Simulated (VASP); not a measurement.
VASP runs on CdSe (wurtzite) share one base input (PBE GGA, plane waves, VASP's PBE PAW potentials (set 64)) and change the settings named in each case.

**POSCAR**
```
CdSe
1
    2.1500000000    -3.7239090000     0.0000000000
    2.1500000000     3.7239090000     0.0000000000
    0.0000000000     0.0000000000     7.0100000000
Cd Se
2 2
Direct
  0.6666670000   0.3333330000   0.5000000000
  0.3333330000   0.6666670000   0.0000000000
  0.6666670000   0.3333330000   0.8760000000
  0.3333330000   0.6666670000   0.3760000000
```

File KPOINTS:
```
Automatic
0
G
 7 7 4
```

INCAR:
```
ALGO = Normal
EDIFF = 1E-6
ENCUT = 400
GGA = PE
ISIF = 2
ISMEAR = 0
LASPH = .True.
LCHARG = .False.
LMAXMIX = 4
LREAL = .False.
LWAVE = .False.
NELM = 100
PREC = Accurate
SIGMA = 0.05
SYSTEM = CdSe
```

POTCAR, in this order: Cd Se (PBE.64 set). Program: vasp_std.

```tsv
change	E(σ→0) (eV/atom)	pressure (GPa)	irreducible k-points
base run	-2.7289	2.93	24
KPOINTS 2×2×1 Monkhorst-Pack mesh	-2.8514	2.11	2
KPOINTS 3×3×2 Monkhorst-Pack mesh	-2.6816	3.44	3
KPOINTS 5×5×3 Monkhorst-Pack mesh	-2.7252	2.96	10
KPOINTS 7×7×4 Monkhorst-Pack mesh	-2.7293	2.93	16
```

Left out are runs that ran out of time, are held back, or changed the cell or the kind of run, fixed moments of cells without a moment, rows past the twelfth, gaps on odd meshes, pressures of charged cells and columns that move by less than the noise.

The compound is CdSe in the wurtzite structure. The cell was not relaxed at this level.
